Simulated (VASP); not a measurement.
The system is GaSn.

```
Ga Sn
1.0
     0.00000    2.90288    3.09822
     2.72925    0.00000    3.09822
     2.72925    2.90288    0.00000
Ga Sn
1 1
Direct
  0.50000 0.50000 0.50000
  0.00000 0.00000 0.00000
```

The cell was built by a generator and needn't be a form met in nature.

* Program: VASP 6.6.1
* Task: relaxation of cell and atoms
* Functional: LDA
* Potentials or basis: VASP PAW LDA potentials, release 64 (Ga_d, Sn_d)
* Cutoff: 600 eV
* k mesh: 8 × 8 × 8
* Occupations: fermi-dirac, width 0.05 eV
* Spin: no spin polarisation

At the start: pressure -3.3 GPa; volume 24.55 Å³/atom.

Task: Where does the relaxation end?

Result: Over 9 steps the energy falls by 83.3 meV/atom and the volume is 22.42 Å³/atom (-8.6 %); space group Fm-3m (No. 225, to 0.05 Å).

The path:
```
step  energy change (eV)  largest force (eV/Å)  pressure (GPa)  volume (Å³)
   1              0.0000                0.0000           -3.32        49.09
   2             -0.1344                0.0000           -0.64        45.51
   3             -0.1539                0.0000            2.45        43.21
   4             -0.1576                0.0000            1.32        43.89
   5             -0.1577                0.0000            1.48        43.79
   6             -0.1662                0.0000            0.07        44.72
   7             -0.1663                0.0000            0.36        44.57
   8             -0.1663                0.0000            0.27        44.61
   9             -0.1666                0.0000           -0.03        44.85
```

Final structure:
```
CELL_PARAMETERS angstrom
0.00000 2.81882 2.81963
2.82137 0.00000 2.81963
2.82137 2.81882 0.00000
ATOMIC_POSITIONS crystal
Ga 0.50000 0.50000 0.50000
Sn 0.00000 0.00000 0.00000
```
